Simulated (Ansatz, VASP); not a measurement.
# Cross-check of AlSi2 between VASP and Ansatz

One calculation is typed for both programs; each brings its own data sets and cutoff. How far apart do they land? The cell is invented: As first built, before any earlier steps moved the atoms (in the runner's words): it takes the YSi2 structure with some of its atoms replaced by other elements, volume scaled by an estimate. It may not be a known or stable phase. The cell is taken from a series of VASP runs on this material, whose earlier steps may have relaxed, scaled or displaced it; both programs get it as it stands.

Calculated with Ansatz 0.2.0; plane waves, with VASP 6.6.1 beside it; band structure at LDA, band structure at r2SCAN and band structure at BLYP.

## 1. The structure

Symmetry: P6/mmm, No. 191, hexagonal system. The conventional cell has a = 4.362 Å, b = 4.362 Å, c = 2.772 Å, α = 90.00°, β = 90.00°, γ = 120.00°. Nearest to Si lie 5 Si at 2.52 to 2.77 Å and 6 Al at 2.87 Å. Nearest to Al lie 2 Al at 2.77 Å and 12 Si at 2.87 Å. As first built, before any earlier steps moved the atoms (in the runner's words): sites of the YSi2 structure (space group 191) filled with other elements, volume scaled by an estimate. Farther neighbours are not listed.

As a file:

```xyz
3
Lattice="4.3619 0.0000 0.0000 -2.1810 3.7775 0.0000 0.0000 0.0000 2.7716" Properties=species:S:1:pos:R:3 pbc="T T T"
Si    0.0000    2.5183    1.3858
Si    2.1810    1.2592    1.3858
Al    0.0000    0.0000    0.0000
```

## 2. VASP: band structure, LDA

A single point gives forces, pressure and levels at one fixed geometry, so differences don't come from the geometry; what else differs is listed under the comparison.

Lines of VASP's logs that name or quote its potential files are left out, and so is its time.

Input file INCAR:

```
SYSTEM = AlSi2
PREC = Accurate
ENCUT = 400
EDIFF = 1E-06
NELM = 100
ISMEAR = 0
SIGMA = 0.02
LREAL = .FALSE.
ALGO = Normal
GGA = CA
LORBIT = 11
LWAVE = .FALSE.
LCHARG = .FALSE.
KPAR = 4
```

Input file POSCAR:

```
AlSi2
1.0
    4.3619069757      0.0000001122      0.0000000000
   -2.1809527996      3.7775213910      0.0000000000
    0.0000000000      0.0000000000      2.7716066753
Si Al
2 1
Direct
    0.3333333300      0.6666666700      0.5000000000
    0.6666666700      0.3333333300      0.5000000000
    0.0000000000      0.0000000000      0.0000000000
```

Input file KPOINTS:

```
Automatic mesh
0
Gamma
4 4 5
0 0 0
```

Input file KPOINTS_OPT:

```
Line mode
16
Line-mode
Reciprocal
  0.00000000   0.00000000   0.00000000 GAMMA
  0.50000000   0.00000000   0.00000000 M

  0.50000000   0.00000000   0.00000000 M
  0.33333333   0.33333333   0.00000000 K

  0.33333333   0.33333333   0.00000000 K
  0.00000000   0.00000000   0.00000000 GAMMA

  0.00000000   0.00000000   0.00000000 GAMMA
  0.00000000   0.00000000   0.50000000 A

  0.00000000   0.00000000   0.50000000 A
  0.50000000   0.00000000   0.50000000 L

  0.50000000   0.00000000   0.50000000 L
  0.33333333   0.33333333   0.50000000 H

  0.33333333   0.33333333   0.50000000 H
  0.00000000   0.00000000   0.50000000 A

  0.50000000   0.00000000   0.50000000 L
  0.50000000   0.00000000   0.00000000 M

  0.33333333   0.33333333   0.00000000 K
  0.33333333   0.33333333   0.50000000 H
```

The projector-augmented-wave data sets are Si and Al (PBE family, release 64).

Started as:

```bash
$ mpirun -np 4 vasp_std
```

Numbers of over 12 decimals in the logs are rounded to 6 here.

The program printed:

```text
[banner, memory and clock lines left out]
running    4 mpi-ranks, on    1 nodes
 distrk:  each k-point on    1 cores,    4 groups
 distr:  one band on    1 cores,    1 groups

 POSCAR found type information on POSCAR SiAl
 POSCAR found :  2 types and       3 ions
|                                                                             |
|               ----> ADVICE to this user running VASP <----                  |
|                                                                             |
|     You enforced a specific xc type in the INCAR file but a different       |
|     [... a line on the potential file left out ...]
|     I HOPE YOU KNOW WHAT YOU ARE DOING!                                     |
|                                                                             |

 LDA part: xc-table for (Slater(with rela. corr.)+CA(PZ))
 , standard interpolation
 POSCAR, INCAR and KPOINTS ok, starting setup
 FFT: planning ... GRIDC
 FFT: planning ... GRID_SOFT
 FFT: planning ... GRID
 WAVECAR not read
 entering main loop
       N       E                     dE             d eps       ncg     rms          rms(c)
DAV:   1     0.756197491885E+01    0.75620E+01   -0.32666E+03   216   0.724E+02
DAV:   2    -0.143750910338E+02   -0.21937E+02   -0.20874E+02   317   0.979E+01
DAV:   3    -0.152867407606E+02   -0.91165E+00   -0.89735E+00   289   0.188E+01
DAV:   4    -0.152940606285E+02   -0.73199E-02   -0.73177E-02   267   0.187E+00
DAV:   5    -0.152940919929E+02   -0.31364E-04   -0.31364E-04   274   0.987E-02    0.312E+00
DAV:   6    -0.152321777415E+02    0.61914E-01   -0.48056E-02   253   0.117E+00    0.178E+00
DAV:   7    -0.152043777965E+02    0.27800E-01   -0.47521E-02   258   0.123E+00    0.169E-01
DAV:   8    -0.152036426268E+02    0.73517E-03   -0.30300E-03   246   0.376E-01    0.597E-02
DAV:   9    -0.152036112375E+02    0.31389E-04   -0.11721E-04   245   0.798E-02    0.368E-02
DAV:  10    -0.152036108234E+02    0.41408E-06   -0.50485E-06   275   0.170E-02
   1 F= -.15203611E+02 E0= -.15203283E+02  d E =-.655959E-03
 Start KPOINTS_OPT (optional k-point list driver)
k-point batch [1-12\144]
       N       E                     dE             ncg
DAV:   1     0.658307609872E+03   -0.12753E+03      216
DAV:   2     0.422817375667E+03   -0.23549E+03      296
DAV:   3     0.417166987319E+03   -0.56504E+01      287
DAV:   4     0.417136675086E+03   -0.30312E-01      248
DAV:   5     0.417136487017E+03   -0.18807E-03      261
DAV:   6     0.417136485434E+03   -0.15826E-05      279
DAV:   7     0.417136485417E+03   -0.17188E-07      253
[...]
k-point batch [133-144\144]
       N       E                     dE             ncg
DAV:   1     0.699279986955E+03   -0.33646E+04      216
DAV:   2     0.477351467090E+03   -0.22193E+03      332
DAV:   3     0.471346193482E+03   -0.60053E+01      258
DAV:   4     0.471306947725E+03   -0.39246E-01      247
DAV:   5     0.471306676417E+03   -0.27131E-03      240
DAV:   6     0.471306672732E+03   -0.36849E-05      246
DAV:   7     0.471306672680E+03   -0.52466E-07      235
```

OUTCAR, selected parts (step 2):

```text
ion  position               nearest neighbor table
   1  0.333  0.667  0.500-   2 2.52   2 2.52   2 2.52   3 2.87   3 2.87   3 2.87   3 2.87   3 2.87
                             3 2.87
   2  0.667  0.333  0.500-   1 2.52   1 2.52   1 2.52   3 2.87   3 2.87   3 2.87   3 2.87   3 2.87
                             3 2.87
   3  0.000  0.000  0.000-   1 2.87   1 2.87   2 2.87   2 2.87   1 2.87   2 2.87   1 2.87   2 2.87
                             2 2.87   2 2.87   1 2.87   1 2.87

  LATTYP: Found a hexagonal cell.
 ALAT       =     4.3619069757
 C/A-ratio  =     0.6354116882

 Subroutine GETGRP returns: Found 24 space group operations
 (whereof 24 operations were pure point group operations)

The static configuration has the point symmetry D_6h.

 Found     12 irreducible k-points:

   k-points           NKPTS =     12   k-points in BZ     NKDIM =     12   number of bands    NBANDS=      9

   dimension x,y,z NGX =    28 NGY =   28 NGZ =   18
   dimension x,y,z NGXF=    56 NGYF=   56 NGZF=   36

   ENCUT  =  400.0 eV  29.40 Ry    5.42 a.u.   7.11  7.11  4.52*2*pi/ulx,y,z

   NELECT =      11.0000    total number of electrons

 k-points in reciprocal lattice and weights: Automatic mesh
   0.00000000  0.00000000  0.00000000       0.013
   0.25000000 -0.00000000  0.00000000       0.075
   0.50000000 -0.00000000  0.00000000       0.038
   0.25000000  0.25000000  0.00000000       0.075
   0.00000000  0.00000000  0.20000000       0.025
   0.25000000 -0.00000000  0.20000000       0.150
   0.50000000 -0.00000000  0.20000000       0.075
   0.25000000  0.25000000  0.20000000       0.150
   0.00000000  0.00000000  0.40000000       0.025
   0.25000000 -0.00000000  0.40000000       0.150
   0.50000000 -0.00000000  0.40000000       0.075
   0.25000000  0.25000000  0.40000000       0.150

 average (electrostatic) potential at core
       1 -80.1376       2 -80.1376       3 -70.9922

 E-fermi :   9.2502

 k-point     1 :       0.0000    0.0000    0.0000
  band No.  band energies     occupation
    ...
      3       5.1085      2.00000
      4       5.1085      2.00000
      5       6.3469      2.00000
      6       6.3469      2.00000
      7       7.2809      2.00000
      8      13.0047      0.00000
      9      15.0873      0.00000

 k-point     2 :       0.2500   -0.0000    0.0000
  band No.  band energies     occupation
    ...
      2       1.3076      2.00000
      3       3.8414      2.00000
      4       4.2859      2.00000
      5       8.6898      2.00000
      6       8.8026      2.00000
      7      11.5126      0.00000
      8      13.5172      0.00000
      9      15.4578      0.00000

 k-point     3 :       0.5000   -0.0000    0.0000
  band No.  band energies     occupation
      1      -2.1667      2.00000
      2      -1.3242      2.00000
      3       3.2662      2.00000
      4       3.6115      2.00000
      5      12.5739      0.00000
      6      12.7120      0.00000
      7      12.8519      0.00000
      8      13.1172      0.00000
      9      14.6302      0.00000

  Total        0.4323208      0.4323206     -3.3203848      0.0000001      0.0000000      0.0000000
  in kB       15.1670735     15.1670671   -116.4887713      0.0000032      0.0000000      0.0000000
  external PRESSURE =     -28.7182102 kB  Pullay stress =       0.0000000 kB

  energy-cutoff  :      400.00
  volume of cell :       45.67
      direct lattice vectors                 reciprocal lattice vectors
     4.361906976  0.000000112  0.000000000     0.229257522  0.132361880  0.000000000
    -2.180952800  3.777521391  0.000000000    -0.000000007  0.264723844  0.000000000
     0.000000000  0.000000000  2.771606675     0.000000000  0.000000000  0.360801556

 POSITION                                       TOTAL-FORCE (eV/Angst)
 -----------------------------------------------------------------------------------
      0.00000      2.51835      1.38580         0.000000     -0.000000     -0.000000
      2.18095      1.25917      1.38580        -0.000000      0.000000      0.000000
      0.00000      0.00000      0.00000         0.000000     -0.000000      0.000000
 -----------------------------------------------------------------------------------
    total drift:                               -0.000000     -0.000000      0.000000

  FREE ENERGIE OF THE ION-ELECTRON SYSTEM (eV)
  ---------------------------------------------------
  free  energy   TOTEN  =       -15.2036108234 eV

  energy  without entropy=      -15.2029548642  energy(sigma->0) =      -15.20328284

 total charge
# of ion       s       p       d       tot
------------------------------------------
    1        0.810   0.767   0.000   1.578
    2        0.810   0.767   0.000   1.578
    3        0.464   0.285   0.000   0.750
--------------------------------------------------
tot          2.085   1.820   0.000   3.905

[... 3 further parts left out ...]
```

The PAW data sets were made with PBE, though LDA sets exist; this is a small mismatch. At this level the cell is under a tension of 2.9 GPa, so at these settings it is away from equilibrium.

## 3. Ansatz: band structure, LDA

Ansatz runs on its default PAW (the set named soft_2) files.

The same cell, functional (in two slightly different forms), mesh and smearing now go to Ansatz, which takes its cutoff from its data sets.

Input file input.yaml:

```yaml
crystal:
  lattice:
    - [4.3619069757, 1.122e-07, 0.0]
    - [-2.1809527996, 3.777521391, 0.0]
    - [0.0, 0.0, 2.7716066753]
  atoms:
    - { symbol: Si, position: [0.33333333, 0.66666667, 0.5] }
    - { symbol: Si, position: [0.66666667, 0.33333333, 0.5] }
    - { symbol: Al, position: [0.0, 0.0, 0.0] }
hamiltonian:
  xc: lda
  pseudopotentials: { kind: paw }
kpoints:
  mp_grid: { grid: [4, 4, 5] }
  band_path:
    path:
      - [0.0, 0.0, 0.0]
      - [0.13333, 0.0, 0.0]
      - [0.3, 0.0, 0.0]
      - [0.46667, 0.0, 0.0]
      - [0.46667, 0.06667, 0.0]
      - [0.41111, 0.17778, 0.0]
      - [0.35556, 0.28889, 0.0]
      - [0.28889, 0.28889, 0.0]
      - [0.17778, 0.17778, 0.0]
      - [0.06667, 0.06667, 0.0]
      - [0.0, 0.0, 0.03333]
      - [0.0, 0.0, 0.2]
      - [0.0, 0.0, 0.36667]
      - [0.0, 0.0, 0.5]
      - [0.16667, 0.0, 0.5]
      - [0.3, 0.0, 0.5]
      - [0.46667, 0.0, 0.5]
      - [0.46667, 0.06667, 0.5]
      - [0.41111, 0.17778, 0.5]
      - [0.35556, 0.28889, 0.5]
      - [0.28889, 0.28889, 0.5]
      - [0.17778, 0.17778, 0.5]
      - [0.06667, 0.06667, 0.5]
      - [0.5, 0.0, 0.46667]
      - [0.5, 0.0, 0.3]
      - [0.5, 0.0, 0.13333]
      - [0.33333, 0.33333, 0.0]
      - [0.33333, 0.33333, 0.16667]
      - [0.33333, 0.33333, 0.33333]
      - [0.33333, 0.33333, 0.5]
    npoints: 1
scf:
  occupations: { method: gaussian, width: 0.02 }
  n_extra_bands: 7
output:
  forces: true
  stress: true
  eigenvalues: true
```

Started as:

```bash
$ ansatz run input.yaml --threads 2 --pin off --max-ram 4608MiB --backend cpu --events-out ev --progress --plain --runs-dir out
```

The program printed:

```text
Warning: the atoms were moved onto the symmetric positions of the space group found under crystal.symmetry.tolerance 1.0e-5 (fractional; no operation is sought that the atoms, as they stand in a round, miss by more than twice it, and no atom is moved by as much as it), and the run uses the moved positions. Before a round's move an operation carried an atom to 4.36e-8 Å from where it should land, the largest such dist [...]
scf.n_extra_bands = 7 over 6 filled bands (N_el = 11.0): the run solves 13 bands
Engine: ansatz 0.2.0, x86_64-unknown-linux-gnu
Pseudopotentials: kind: paw
Pseudopotential: Si, paw, valence charge 4, recommended cutoff 420 eV (normal), Si.paw.azcp
Pseudopotential: Al, paw, valence charge 3, recommended cutoff 420 eV (normal), Al.paw.azcp
Functional definition: SPW92
  exchange = slater_x
  correlation = pw_c
Crystal: 3 atoms, lattice volume = 45.668 Å³
Basis set: ecut = 420 eV, 915 PW (Γ)
Bands: 13, of which v1, the nominal top of the filled ones, is band 6 counted from 1 (5 counted from 0)
Symmetry: 24 space group operations
Space group: P6/mmm (ITA 191), of the structure as read, at distance tolerance 3.6e-5 Å
k-points: 12 of 80
Non-local potential: Si, projectors of the file, l = 0: 2, l = 1: 2, l = 2: 2
Non-local potential: Al, projectors of the file, l = 0: 2, l = 1: 2, l = 2: 1
PAW form: soft (Blöchl's): semilocal exchange-correlation on the pseudo side does not see the compensation charge
PAW frozen core: Si, regenerated for the run's functional, and the local potential with it (the file was generated under x = pbe(κ = 0.804, μ = 0.219515), c = pbe(β = 0.066725))
PAW frozen core: Al, regenerated for the run's functional, and the local potential with it (the file was generated under x = pbe(κ = 0.804, μ = 0.219515), c = pbe(β = 0.066725))
PAW one-centre angular grid: Si, 110 points (default); XC on 64 Gauss nodes
PAW one-centre angular grid: Al, 110 points (default); XC on 64 Gauss nodes
Initial density: superposition of atomic densities (neutral atoms: chi_scale 0, normalization atom), corrected by the library's trained network
Initial wavefunctions: pseudopotential atomic-orbital guess
Functional: x = slater, c = lda
SCF iter   1: F=—  HF=-1729.366480 eV  |F-HF|=—  |Δ(HF+E_count)|=         —  Δρ=4.59e-3  dr2=9.33e-3  ethr=1.77e-3  ⟨swp⟩=6.4  Hψ=1131  notcnv=0  defer=1
preconditioner: auto → none  [insulator: Δε(μ)=0.210 eV  Ē_g=10.535 eV  σ=0.020 eV  W_gap=0.92  n_scr=6 (ndim 8)  ℏωp=18.2 eV  f_vac=0.000  D(μ)=3.26/eV (n_scr^D=32)  ε∞_Penn≈4.0]
SCF iter   2: F=—  HF=-1729.363539 eV  |F-HF|=—  |Δ(HF+E_count)|=   2.94e-3  Δρ=1.99e-3  dr2=1.49e-3  ethr=8.48e-5  ⟨swp⟩=2.1  Hψ=309  notcnv=0  defer=20
SCF iter   3: F=—  HF=-1729.363053 eV  |F-HF|=—  |Δ(HF+E_count)|=   4.85e-4  Δρ=3.77e-4  dr2=1.44e-4  ethr=1.36e-5  ⟨swp⟩=3.0  Hψ=250  notcnv=0  defer=22
SCF iter   4: F=—  HF=-1729.363004 eV  |F-HF|=—  |Δ(HF+E_count)|=   4.92e-5  Δρ=7.98e-5  dr2=1.35e-6  ethr=1.31e-6  ⟨swp⟩=2.4  Hψ=186  notcnv=0  defer=22
SCF iter   5: F=—  HF=-1729.362999 eV  |F-HF|=—  |Δ(HF+E_count)|=   5.18e-6  Δρ=9.41e-6  dr2=4.59e-8  ethr=1.23e-8  ⟨swp⟩=2.4  Hψ=202  notcnv=0  defer=22
SCF iter   6: F=-1729.362999 eV  HF=-1729.362999 eV  |F-HF|=5.06e-10  |Δ(HF+E_count)|=   1.70e-8  Δρ=2.22e-6  dr2=7.43e-10  ethr=4.17e-10  ⟨swp⟩=6.1  Hψ=752  notcnv=0
SCF 1 converged in 6 iterations: F = -1729.362999 eV  dr2 = 7.43e-10
  greatest PAW one-centre occupation: 0.670 electrons in one spin orbital (limit 2), on the Si atom at site 1 (counted from 0), in its partial waves of l = 0
NSCF: frozen V_eff on 30 k-points
SCF converged after 6 iterations
Free energy (F): -1729.362999 eV
Harris-Foulkes:  -1729.362999 eV  (|F-HF|=5.06e-10)
Internal energy: -1729.362346 eV  (E = F + TS)
E sigma→0 (E₀):  -1729.362672 eV
Entropy (-TS):   -0.000653 eV (-0.218 meV/atom)
Fermi energy:    9.544417 eV
--- Per-component energies (eV) ---
  E_band       = 45.141035
  E_kinetic    = 105.328400
  E_local      = 1.687121  (includes V_loc(G=0)·N_el)
  E_nonlocal   = 63.906222
  E_hartree    = 4.379142
  E_xc         = -150.749629
  E_vxc        = -125.846841  (∫ρ·V_xc dr)
  E_paw        = -1414.360586  (= ΣΔE_a)
  E_vpaw       = -8.692165  (= ΣTr[D̂ρ^β])
  E_aug_tail   = 0.000009  (compensation charges beyond the density's cutoff)
  E_ewald      = -339.777402
  E_core_change = 0.224378  (= ΣΔE_core)
  E_smearing   = -0.000653  (= −TS)
  E_closure    = -0.000000  (closes the sum)
  Σ components = -1729.362999   (vs F -1729.362999, Δ=0.00e0)
--- Forces (eV/Å), atoms counted from 1 ---
  atom   1  Si    -0.00000000    -0.00000000     0.00000000
  atom   2  Si     0.00000000     0.00000000     0.00000000
  atom   3  Al     0.00000000    -0.00000000     0.00000000
  max |Σ_I F_I| component: 9.25e-18 eV/Å
--- Stress (GPa, compression-positive) ---
        0.752913      -0.000000       0.000000
       -0.000000       0.752913       0.000000
        0.000000       0.000000     -12.184049
  P = ⅓ Tr σ = -3.5594 GPa (-35.594 kbar)
--- Band table (eV; the first three rows and the last of 12) ---
  k-point 0: bands = [... 2 lower, 5.4217, 5.4217, 6.6583, 6.6583, 7.5669, 13.3069, 15.3368, 19.5310, ... 3 higher]
  k-point 1: bands = [... 2 lower, 6.0597, 6.0597, 7.3547, 7.3547, 7.9470, 8.3135, 15.9157, 17.6696, ... 3 higher]
  k-point 2: bands = [... 2 lower, 7.6857, 7.6857, 8.0083, 9.3643, 9.3643, 10.2834, 11.4781, 13.2854, ... 3 higher]
  k-point 11: bands = [... 2 lower, 3.9430, 4.8329, 6.8193, 8.2325, 10.3939, 10.7925, 14.3616, 14.5608, ... 3 higher]
```

Wall time 1.1 s (2 threads of AMD EPYC 7R43, shared host); peak memory 0.3 GiB; 1.6 s of CPU time.

The column dr2 measures how far the density is from self-consistency, as an energy; F and HF (Harris–Foulkes) agree once it is small.

## 4. Comparison

Known differences besides the potentials themselves: the two LDA forms differ slightly; the cutoff is 420 eV in Ansatz and 400 eV in VASP; Ansatz makes its cores anew for this functional, VASP keeps those of its PBE data sets; VASP's log shows a relativistic correction to its local exchange, Ansatz's none. Total energies have different zeros and are not compared.

Both answers:

```
                                        quantity  Ansatz   VASP  difference
                                  pressure (GPa)   -3.56  -2.87       -0.69
pressure without Ansatz's Pulay correction (GPa)   -3.61  -2.87       -0.74
```

Levels from 3 eV below to 2 eV above the Fermi level differ by 10 meV r.m.s. and 27 meV at most; each VASP level is matched to the nearest of Ansatz, which flatters the figure a little. Ansatz's pressure holds a Pulay correction of 0.05 GPa; VASP's holds none.

## 5. Ansatz: band structure, r2SCAN

A single point gives forces, pressure and levels at one fixed geometry, so differences don't come from the geometry; what else differs is listed under the comparison.

The cell is taken from a series of VASP runs on this material, whose earlier steps may have relaxed, scaled or displaced it; both programs get it as it stands.

input.yaml, as its differences from that of step 3:

```diff
@@ -10,3 +10,3 @@
 hamiltonian:
-  xc: lda
+  xc: r2scan
   pseudopotentials: { kind: paw }
@@ -54 +54,5 @@
   eigenvalues: true
+  write_density: true
+  write_potential: true
+  elf: true
+  volumetric_format: npy
```

The program printed:

```text
[...]
Crystal: 3 atoms, lattice volume = 45.668 Å³
Basis set: ecut = 500 eV, 1133 PW (Γ), exchange–correlation on 128×128×96 points (64 copies of the dense FFT grid, shifted against one another)
Bands: 13, of which v1, the nominal top of the filled ones, is band 6 counted from 1 (5 counted from 0)
Symmetry: 24 space group operations
[...]
k-point 0: bands = [... 2 lower, 5.3211, 5.3211, 6.5952, 6.5952, 7.9826, 13.8559, 16.0072, 20.7651, ... 3 higher]
  k-point 1: bands = [... 2 lower, 6.0059, 6.0851, 7.3422, 7.3422, 8.0234, 8.8590, 16.8616, 18.3875, ... 3 higher]
  k-point 2: bands = [... 2 lower, 7.7570, 7.7570, 8.3324, 9.4907, 9.4907, 10.8046, 12.1461, 13.6919, ... 3 higher]
  k-point 11: bands = [... 2 lower, 3.7568, 4.7482, 6.8458, 8.4983, 10.7104, 11.1845, 14.9765, 15.1848, ... 3 higher]
[key lines of the parts left out:]
SCF converged after 6 iterations
Free energy (F): -1817.182304 eV
Fermi energy:    9.862629 eV
P = ⅓ Tr σ = -3.2139 GPa (-32.139 kbar)
```

Run time: 2.5 s. Hardware: 2 threads; peak memory 0.42 GiB; 4 s of CPU time.

(Part 1 of 2 ends here.)

[Lines on the potential files, build, host, timing and source positions are cut from VASP's logs without a mark.]

[Logs are printed without paths, hosts, clocks, repeated set-up lines and the standing remarks that a program may print on its own settings, such as how far it seeks lower states.]

[Hosts, paths, dates, database ids (printed as entryN), source tags and the programs' standing remarks are cut or masked in the printed files.]

[VASP's PBE data sets in a run with another functional are called a small mismatch above; for pressures it isn't always small: they can move by 1 GPa and more.]
